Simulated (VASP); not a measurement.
PrC: single point with PBEsol

Crystal: PrC.

```
Pr C
1.0
     2.91672    0.00000    0.00000
     0.00000    2.91672    0.00000
     0.00000    0.00000    2.91672
Pr C
1 1
Direct
  0.00000 0.00000 0.00000
  0.50000 0.50000 0.50000
```

The cell comes from a database or a generator and needn't be the stable form of this composition.

```
Program                : VASP 6.6.1
Task                   : single point
Functional             : PBEsol
Potentials or basis    : VASP PAW PBE potentials, release 64 (Pr, C)
Cutoff                 : 520 eV
k mesh                 : 10 × 10 × 10
Occupations            : gaussian, width 0.05 eV
Spin                   : collinear spin, typed start
Starting moments       : [1.0, 0.0] μB
Dipole correction      : no
Further INCAR settings : ALGO = Normal; EDIFF = 1e-06; NBANDS = 20
```

```
Pressure                                              : 11.6 GPa
Band gap on the k mesh                                : none (metal or under the smearing width)
Net moment                                            : 0.00 μB per cell
Valence electrons inside the program's atomic spheres : Pr 10.21; C 2.31
```

Levels at points of the mesh, in eV from the Fermi level:
Spin up:
| k point | band 4 | band 5 | band 6 | band 7 | band 8 | band 9 | band 10 | band 11 | band 12 | band 13 |
| --- | --- | --- | --- | --- | --- | --- | --- | --- | --- | --- |
| (0.00, 0.00, 0.00) | -16.14 | -10.59 | -1.62 | -1.62 | -0.28 | -0.28 | -0.28 | 0.19 | 0.19 | 0.19 |
| (0.50, 0.00, 0.00) | -15.55 | -7.13 | -4.24 | -1.12 | -1.12 | -0.45 | -0.08 | 0.20 | 0.34 | 0.34 |
| (0.50, 0.50, 0.00) | -15.11 | -10.54 | -1.58 | -1.58 | -0.99 | 0.46 | 0.46 | 0.85 | 0.93 | 1.32 |
| (0.50, 0.50, 0.50) | -18.52 | -8.15 | -5.86 | -5.86 | -5.86 | 0.33 | 0.33 | 0.33 | 0.75 | 0.75 |
Spin down:
```tsv
k point	band 6	band 7	band 8	band 9	band 10	band 11
(0.00, 0.00, 0.00)	-1.62	-1.62	-0.28	-0.28	-0.28	0.19
(0.50, 0.00, 0.00)	-4.24	-1.12	-1.12	-0.45	-0.07	0.20
(0.50, 0.50, 0.00)	-1.58	-1.58	-0.99	0.46	0.46	0.85
(0.50, 0.50, 0.50)	-5.86	-5.86	-5.86	0.34	0.34	0.34
```

Run time: 96 s on 1 thread of Intel(R) Xeon(R) Platinum 8259CL CPU @ 2.50GHz (Skylake/Cascade Lake), with other jobs on the host, peak memory 0.19 GiB.

Caveat: the magnetic or orbital state may not be the lowest; the PAW data sets were made with another functional, which shifts forces and pressure a little; spin-orbit coupling is left out, which moves the levels of the heavy elements; without U or exact exchange the open f shell lies at the Fermi level, which spoils levels, moments and volumes. The state reached can hang on the start; a lower one may exist.
